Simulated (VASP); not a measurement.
A convergence study with VASP on CdSe (zinc blende): one setting is varied, all else stays as given below, so the limit is that of these other settings.

```xyz
2
Lattice="0.0000 3.0250 3.0250 3.0250 0.0000 3.0250 3.0250 3.0250 0.0000" Properties=species:S:1:pos:R:3 pbc="T T T"
Cd     0.0000     0.0000     0.0000
Se     1.5125     1.5125     1.5125
```

All values below come from PBEsol GGA, VASP's PBE PAW potentials (set 64) (plane waves; VASP). The tightest run used: 550 eV cut-off, 17×17×17 Γ-centred mesh, tetrahedra with Blöchl corrections, potentials Cd Se.

Gaps are read on the run's mesh, which can miss a band edge.

| setting | E (eV/atom) | pressure (GPa) | gap on the mesh (eV) | irreducible k-points |
|---|---|---|---|---|
| 3×3×3 mesh | -2.9731 | 2.09 | 0.464 | 4 |
| 4×4×4 mesh | -3.0592 | 1.41 | 0.498 | 8 |
| 5×5×5 mesh | -3.0787 | 1.25 | 0.508 | 10 |

Task: These are the cheaper rows. Estimate the results at 17×17×17 mesh, and how far the last row shown lies from them.

Result: 
| quantity | tightest run | last row shown is off by |
|---|---|---|
| E (eV/atom) | -3.0868 | 0.0081 |
| pressure (GPa) | 1.19 | 0.06 |
| gap on the mesh (eV) | 0.515 | -0.006 |

Left out are rungs that failed or repeat a setting and relaxations that didn't move; long series are thinned to 24 rows.

The compound is CdSe in the zinc blende structure, whereas wurtzite is the usual form. The cell was not relaxed at this level.
